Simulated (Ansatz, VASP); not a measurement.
# Cross-check of Ge (Germanium) between VASP and Ansatz, part 2 of 2

Wanted: the spread between two codes on one cell, functional and k mesh.

VASP 6.6.1 and Ansatz 0.2.0.

So far. Step 2 (VASP: band structure, HSE06): Spin-orbit coupling is off here; it would split degenerate levels, and it lifts a valence top of Ge p states by about 0.1 eV.

**3. Ansatz: band structure, HSE06**

Level of this step: Ansatz beside VASP: Kohn-Sham DFT, plane waves, HSE06 (Ansatz).

Ansatz runs on its default PAW (the set named soft_2) files.

The same cell, functional, mesh and smearing now go to Ansatz, which takes its cutoff from its data sets.

File input.yaml:

```yaml
crystal:
  lattice:
    - [0.0, 2.82891, 2.82891]
    - [2.82891, 0.0, 2.82891]
    - [2.82891, 2.82891, 0.0]
  atoms:
    - { symbol: Ge, position: [0.0, 0.0, 0.0] }
    - { symbol: Ge, position: [0.25, 0.25, 0.25] }
hamiltonian:
  xc: { exchange: pbe, correlation: pbe, exx: { coeff: 0.25, omega: 0.2 } }
  pseudopotentials: { kind: paw }
kpoints:
  mp_grid: { grid: [4, 4, 4] }
  band_path:
    path:
      - [0.0, 0.0, 0.0]
      - [0.5, 0.0, 0.5]
      - [0.5, 0.2, 0.7]
      - [0.4, 0.35, 0.75]
      - [0.15, 0.15, 0.3]
      - [0.2, 0.2, 0.2]
      - [0.5, 0.5, 0.5]
      - [0.55, 0.4, 0.55]
      - [0.6, 0.25, 0.65]
      - [0.5, 0.25, 0.75]
      - [0.5, 0.5, 0.5]
      - [0.375, 0.375, 0.75]
      - [0.5, 0.0, 0.5]
    npoints: 1
scf:
  occupations: { method: gaussian, width: 0.02 }
  n_extra_bands: 7
output:
  forces: true
  stress: true
  eigenvalues: true
```

The run is started by

```console
$ ansatz run input.yaml --threads 4 --pin off --max-ram 9216MiB --backend cpu --events-out ev --progress --plain --runs-dir out
```

Numbers of over 12 decimals in the logs are rounded to 6 here.

What it wrote:

```text
Warning: output.stress: scf.convergence.dr2_threshold = 1e-7 eV (the SCF's general default) is looser than the 2e-10 eV advised for a printed stress (1e-10 eV for each atom of the cell: 2). What an SCF threshold leaves in a stress goes as its square root, and in the free energy as the threshold itself, and one threshold admits the most on a small cell: [figures from the program's tests cut] Set scf.convergence.dr2_threshold to 2e-10 eV or tighter. The threshold is an SCF's pass mark: one that does not reach it within its budget of iterations ends unconverged, or closes short of it on a stop that the run arms, and scf.convergence.dr2_threshold's page says what that costs each kind of run
Warning: output.stress: scf.exx.energy_threshold = 1e-6 eV is looser than the 2e-8 eV advised for a stress under a hybrid functional (1e-8 eV for each atom of the cell: 2). Every SCF of the exchange loop can meet its threshold on dr2 while the loop round them stops early: no threshold on dr2 bounds what that leaves in the stress. Set scf.exx.energy_threshold to 2e-8 eV or tighter. The threshold is the loop's pass mark: a loop that does not reach it within its budget of cycles ends unconverged, and scf.exx.energy_threshold's page has the law
scf.n_extra_bands = 7 over 14 filled bands (N_el = 28.0): the run solves 21 bands
Engine: ansatz 0.2.0, aarch64-unknown-linux-gnu
Pseudopotentials: kind: paw
Pseudopotential: Ge, paw, valence charge 14, recommended cutoff 420 eV (normal), Ge.paw.azcp
Functional definition: unnamed
  parameter a_1 = 0.25
  parameter omega_1 = 0.2/angstrom
  exchange = pbe_x + (-a_1)*pbe_x_sr(omega_1) + a_1*exact_x_sr(omega_1)
  correlation = pbe_c
Crystal: 2 atoms, lattice volume = 45.278 Å³
Basis set: ecut = 420 eV, 893 PW (Γ), exchange–correlation on 54×54×54 points (8 copies of the dense FFT grid, shifted against one another)
Bands: 21, of which v1, the nominal top of the filled ones, is band 14 counted from 1 (13 counted from 0)
Symmetry: 48 space group operations
Space group: Fd-3m (ITA 227), of the structure as read, at distance tolerance 3.6e-5 Å
k-points: 8 of 64
Non-local potential: Ge, projectors of the file, l = 0: 2, l = 1: 2, l = 2: 3, l = 3: 1
PAW form: soft (Blöchl's): semilocal exchange-correlation on the pseudo side does not see the compensation charge
PAW frozen core: Ge, regenerated for the run's functional, and the local potential with it (the file was generated under x = pbe(κ = 0.804, μ = 0.219515), c = pbe(β = 0.066725))
PAW one-centre angular grid: Ge, 590 points (default); XC on 64 Gauss nodes
Initial density: superposition of atomic densities (neutral atoms: chi_scale 0, normalization atom), corrected by the library's trained network
Initial wavefunctions: pseudopotential atomic-orbital guess
Functional: x = pbe(κ = 0.804, μ = 0.219515), c = pbe(β = 0.066725), warm-up for x = pbe(κ = 0.804, μ = 0.219515) + 0.25 (exact − pbe) at short range (hse, ω = 0.2 Å⁻¹), c = pbe(β = 0.066725)
SCF iter   1: F=—  HF=-8589.680780 eV  |F-HF|=—  |Δ(HF+E_count)|=         —  Δρ=1.71e-3  dr2=1.22e-3  ethr=1.77e-3  ⟨swp⟩=8.6  Hψ=700  notcnv=0
preconditioner: auto → none  [insulator: Δε(μ)=0.038 eV  Ē_g=25.992 eV  σ=0.020 eV  W_gap=0.80  n_scr=14 (ndim 8)  ℏωp=29.2 eV  f_vac=0.080  D(μ)=1.20/eV (n_scr^D=8)]
SCF iter   2: F=—  HF=-8589.680785 eV  |F-HF|=—  |Δ(HF+E_count)|=   5.05e-6  Δρ=8.28e-4  dr2=2.26e-4  ethr=4.37e-6  ⟨swp⟩=3.9  Hψ=405  notcnv=0  defer=8
iter 3 solved again at ethr=3.23e-9 eV; its pass at ethr=8.08e-7 eV (dr2=9.05e-7 eV) is discarded
SCF iter   3: F=—  HF=-8589.680789 eV  |F-HF|=—  |Δ(HF+E_count)|=   4.41e-6  Δρ=6.88e-5  dr2=9.58e-7  ethr=3.23e-9  ⟨swp⟩=4.1  Hψ=773  notcnv=0  defer=1
SCF iter   4: F=—  HF=-8589.680790 eV  |F-HF|=—  |Δ(HF+E_count)|=   9.07e-7  Δρ=2.91e-5  dr2=2.43e-7  ethr=3.23e-9  ⟨swp⟩=3.1  Hψ=396  notcnv=0
SCF iter   5: F=—  HF=-8589.680790 eV  |F-HF|=—  |Δ(HF+E_count)|=   3.44e-7  Δρ=5.42e-6  dr2=8.41e-9  ethr=8.69e-10  ⟨swp⟩=3.0  Hψ=394  notcnv=0
SCF iter   6: F=—  HF=-8589.680790 eV  |F-HF|=—  |Δ(HF+E_count)|=   8.31e-9  Δρ=1.48e-6  dr2=4.36e-10  ethr=3.01e-11  ⟨swp⟩=3.0  Hψ=394  notcnv=0
SCF iter   7: F=-8589.680790 eV  HF=-8589.680790 eV  |F-HF|=9.09e-12  |Δ(HF+E_count)|=  3.93e-10  Δρ=1.70e-7  dr2=5.05e-12  ethr=1.56e-12  ⟨swp⟩=3.0  Hψ=378  notcnv=0
SCF 1 converged in 7 iterations: F = -8589.680790 eV  dr2 = 5.05e-12
  greatest PAW one-centre occupation: 0.998 electrons in one spin orbital (limit 2), on the Ge atom at site 1 (counted from 0), in its partial waves of l = 2
Initial density: handed on by an earlier stage of this run
Initial wavefunctions: those handed on with the density
Functional: x = pbe(κ = 0.804, μ = 0.219515) + 0.25 (exact − pbe) at short range (hse, ω = 0.2 Å⁻¹), c = pbe(β = 0.066725)
Exchange kernel: α = 0.2500, screened, ω = 0.2000 Å⁻¹, Wigner–Seitz truncation, v(0) = 1102.8163 eV·Å³, q-mesh 4×4×4, nearest image of the exchange supercell L = 16.00 Å, pair-density grid 20×20×20, without the augmentation charges, whose exchange is taken in its separable form by FFT convolution over the k-point mesh (sized by the pseudopotential files, 24×24×24 at the most), smooth part of the exact exchange by density-matrix convolution
Frozen-core exchange: fock
iter 1 solved again at ethr=5.01e-5 eV; its pass at ethr=1.00e-1 eV (dr2=1.40e-2 eV) is discarded
SCF iter   1: F=—  HF=-8591.490718 eV  |F-HF|=—  |Δ(HF+E_count)|=         —  Δρ=1.24e-2  dr2=2.14e-2  ethr=5.01e-5  ⟨swp⟩=4.2  Hψ=944  notcnv=0
preconditioner: auto → none  [insulator: Δε(μ)=0.819 eV  Ē_g=29.525 eV  σ=0.020 eV  W_gap=1.00  n_scr=14 (ndim 8)  ℏωp=29.2 eV  f_vac=0.084  D(μ)=0.00/eV (n_scr^D=0)]
[...]
SCF iter   3: F=—  HF=-8591.471666 eV  |F-HF|=—  |Δ(HF+E_count)|=   2.04e-4  Δρ=1.74e-3  dr2=1.02e-3  ethr=5.73e-6  ⟨swp⟩=2.0  Hψ=284  notcnv=0
SCF iter   4: F=—  HF=-8591.471651 eV  |F-HF|=—  |Δ(HF+E_count)|=   1.52e-5  Δρ=2.81e-5  dr2=6.35e-4  ethr=1.34e-6  ⟨swp⟩=2.0  Hψ=286  notcnv=0
SCF iter   5: F=—  HF=-8591.479834 eV  |F-HF|=—  |Δ(HF+E_count)|=   8.18e-3  Δρ=9.91e-4  dr2=1.35e-4  ethr=1.25e-9  ⟨swp⟩=5.1  Hψ=723  notcnv=0
SCF iter   6: F=-8591.479726 eV  HF=-8591.479726 eV  |F-HF|=1.19e-7  |Δ(HF+E_count)|=   1.08e-4  Δρ=2.10e-5  dr2=8.43e-6  ethr=1.25e-9  ⟨swp⟩=4.0  Hψ=556  notcnv=0
SCF 2 stopped early in 6 iterations: F = -8591.479726 eV  dr2 = 8.43e-6
hybrid outer 1: dexx = +9.311e-3 eV, tail = 6.94e-5 eV
Exchange kernel: α = 0.2500, screened, ω = 0.2000 Å⁻¹, Wigner–Seitz truncation, v(0) = 1102.8163 eV·Å³, q-mesh 4×4×4, nearest image of the exchange supercell L = 16.00 Å, pair-density grid 20×20×20, without the augmentation charges, whose exchange is taken in its separable form by FFT convolution over the k-point mesh (sized by the pseudopotential files, 24×24×24 at the most), smooth part of the exact exchange by density-matrix convolution
Frozen-core exchange: fock
SCF iter   1: F=—  HF=-8591.480277 eV  |F-HF|=—  |Δ(HF+E_count)|=         —  Δρ=1.65e-4  dr2=4.16e-6  ethr=1.24e-6  ⟨swp⟩=3.9  Hψ=369  notcnv=0
preconditioner: auto → none  [insulator: Δε(μ)=0.887 eV  Ē_g=29.308 eV  σ=0.020 eV  W_gap=1.00  n_scr=14 (ndim 8)  ℏωp=29.2 eV  f_vac=0.082  D(μ)=0.00/eV (n_scr^D=0)]
SCF iter   2: F=—  HF=-8591.480276 eV  |F-HF|=—  |Δ(HF+E_count)|=   8.77e-7  Δρ=7.29e-6  dr2=7.01e-7  ethr=1.24e-8  ⟨swp⟩=4.0  Hψ=442  notcnv=0
SCF iter   3: F=—  HF=-8591.480276 eV  |F-HF|=—  |Δ(HF+E_count)|=   8.74e-9  Δρ=1.17e-6  dr2=6.91e-7  ethr=2.07e-11  ⟨swp⟩=4.1  Hψ=509  notcnv=0
SCF iter   4: F=—  HF=-8591.480277 eV  |F-HF|=—  |Δ(HF+E_count)|=   5.70e-7  Δρ=1.78e-5  dr2=1.06e-7  ethr=1.00e-12  ⟨swp⟩=5.6  Hψ=620  notcnv=0
SCF iter   5: F=—  HF=-8591.480277 eV  |F-HF|=—  |Δ(HF+E_count)|=   2.37e-8  Δρ=2.68e-6  dr2=1.03e-8  ethr=1.00e-12  ⟨swp⟩=4.8  Hψ=511  notcnv=0
SCF iter   6: F=-8591.480277 eV  HF=-8591.480277 eV  |F-HF|=5.53e-10  |Δ(HF+E_count)|=   1.17e-8  Δρ=4.15e-7  dr2=8.78e-9  ethr=1.00e-12  ⟨swp⟩=4.0  Hψ=487  notcnv=0
SCF 3 converged in 6 iterations: F = -8591.480277 eV  dr2 = 8.78e-9
  Residual-converged pass: ⟨swp⟩=1.1  Hψ=169  notcnv=0  max |occ|·‖R‖ = 1.1e-6 eV (tolerance 2.4e-6 eV)  dr2=8.78e-9  dr2_onsite=1.41e-9  max |Δocc| = 2.2e-227
hybrid outer 2: dexx = +3.040e-6 eV, tail = 5.58e-8 eV, Δε = 5.08e-3 eV (about 1.67e-4 eV left of the loop's levels)
NSCF: frozen V_eff on 13 k-points
hybrid SCF converged: 2 outer / 12 inner (+7 warm-up), last move |dexx| = 3.04e-6 eV, tail = 5.58e-8 eV
Stability not checked: this state was not tested for a lower state beside it, because the functional holds exact exchange (a hybrid, or Hartree-Fock), whose exchange loop this test does not read (fock_operator; see scf.lower_state_search)
Free energy (F): -8591.480277 eV
Frozen-core exchange: fock
Harris-Foulkes:  -8591.480277 eV  (|F-HF|=5.53e-10)
Internal energy: -8591.480277 eV  (E = F + TS)
E sigma→0 (E₀):  -8591.480277 eV
Fermi energy:    8.691091 eV
--- Per-component energies (eV) ---
  E_band       = -373.369710
  E_kinetic    = 221.774257
  E_local      = -4947.649198  (includes V_loc(G=0)·N_el)
  E_nonlocal   = 840.193004
  E_hartree    = 2176.636304
  E_xc         = -121.449959
  E_vxc        = -103.680343  (∫ρ·V_xc dr)
  E_exx        = -109.524493  (= α·E_x^exact, valence–valence)
  E_paw        = -3963.596422  (= ΣΔE_a)
  E_vpaw       = -518.232896  (= ΣTr[D̂ρ^β])
  E_aug_tail   = 0.000717  (compensation charges beyond the density's cutoff)
  E_ewald      = -2687.134708
  E_core_change = -0.729780  (= ΣΔE_core)
  E_smearing   = -0.000000  (= −TS)
  E_closure    = 0.000000  (closes the sum)
  Σ components = -8591.480277   (vs F -8591.480277, Δ=0.00e0)
--- Forces (eV/Å), atoms counted from 1 ---
  atom   1  Ge     0.00000000    -0.00000000     0.00000000
  atom   2  Ge    -0.00000000     0.00000000     0.00000000
  max |Σ_I F_I| component: 4.63e-17 eV/Å
--- Stress (GPa, compression-positive) ---
        1.168014      -0.000000      -0.000000
       -0.000000       1.168014      -0.000000
       -0.000000      -0.000000       1.168014
  P = ⅓ Tr σ = 1.1680 GPa (11.680 kbar)
--- Band table (eV; the first three rows and the last of 8) ---
  k-point 0: bands = [... 10 lower, -5.7755, 8.2464, 8.2464, 8.2464, 9.2133, 11.5051, 11.5051, 11.5051, ... 3 higher]
  k-point 1: bands = [... 10 lower, -4.9518, 3.2416, 7.3099, 7.3099, 9.6626, 12.6488, 12.6488, 14.8672, ... 3 higher]
  k-point 2: bands = [... 10 lower, -3.4445, -0.0251, 6.7263, 6.7263, 9.1359, 12.7391, 12.7391, 16.2214, ... 3 higher]
  k-point 7: bands = [... 10 lower, -1.3233, -1.3233, 4.0309, 4.0309, 13.5049, 13.5049, 13.6989, 13.6989, ... 3 higher]
```

It took 34 s on 4 threads of Arm Neoverse N1, shared host; peak memory 0.58 GiB; 2 min of CPU time.

**4. Differences**

Known differences besides the potentials themselves: exact exchange at q = 0 is treated differently, which shows on coarse meshes; VASP keeps PBE cores, Ansatz makes them for the functional; the cutoff is 420 eV in Ansatz and 410 eV in VASP; VASP takes a coarser grid for exact exchange (PRECFOCK = Fast). Total energies have different zeros and are not compared.

Both answers:

| quantity | Ansatz | VASP | difference |
| --- | --- | --- | --- |
| gap over the path points (eV) | 0.889 | 0.899 | -0.010 |

Levels at points of the path, from each program's valence-band top (eV; 3 filled, then empty):

| k (reciprocal lattice) | Ansatz | VASP |
| --- | --- | --- |
| 0.000 0.000 0.000 | 0.00 0.00 0.00 0.97 3.26 3.26 | 0.00 0.00 0.00 0.98 3.27 3.27 |
| 0.500 0.000 0.500 | -9.68 -3.35 -3.35 1.33 1.33 10.84 | -9.68 -3.35 -3.35 1.33 1.33 10.85 |
| 0.500 0.200 0.700 | -9.58 -4.15 -4.15 4.14 4.14 6.66 | -9.58 -4.14 -4.14 4.15 4.15 6.68 |
| 0.400 0.350 0.750 | -9.04 -4.67 -2.98 1.98 4.92 8.00 | -9.03 -4.67 -2.98 1.99 4.92 8.02 |
| 0.150 0.150 0.300 | -4.50 -2.35 -0.59 2.67 4.15 4.28 | -4.50 -2.34 -0.59 2.69 4.16 4.28 |
| 0.200 0.200 0.200 | -3.97 -0.71 -0.71 1.61 4.18 4.18 | -3.96 -0.70 -0.70 1.62 4.19 4.19 |
| 0.500 0.500 0.500 | -8.27 -1.52 -1.52 0.89 4.49 4.49 | -8.27 -1.52 -1.52 0.90 4.50 4.50 |
| 0.550 0.400 0.550 | -8.25 -3.23 -1.93 2.26 4.47 5.44 | -8.25 -3.23 -1.93 2.27 4.48 5.45 |
| 0.600 0.250 0.650 | -9.04 -4.67 -2.98 1.98 4.92 8.00 | -9.03 -4.67 -2.98 1.99 4.92 8.02 |
| 0.500 0.250 0.750 | -9.57 -4.22 -4.22 5.26 5.26 5.45 | -9.57 -4.21 -4.21 5.27 5.27 5.46 |

Among the levels compared at these points, filled levels agree within 4 meV and empty ones within 17 meV.

**5. Outcome**

| Item | Value |
| --- | --- |
| difference in gap over the path points (band structure, HSE06) | -0.0096 eV |

What this shows: The difference in gap over the path points is -0.0096 eV (band structure, HSE06), within the 0.08 eV picked in this series as the mark of a large difference. Such differences can come from data sets, numerical settings and the points named under the comparisons, not from the functional's error against experiment.

[Lines on the potential files, build, host, timing and source positions are cut from VASP's logs without a mark.]

[Logs are printed without paths, hosts, clocks, repeated set-up lines and the standing remarks that a program may print on its own settings, such as how far it seeks lower states.]

[Hosts, paths, dates, database ids (printed as entryN), source tags and the programs' standing remarks are cut or masked in the printed files.]
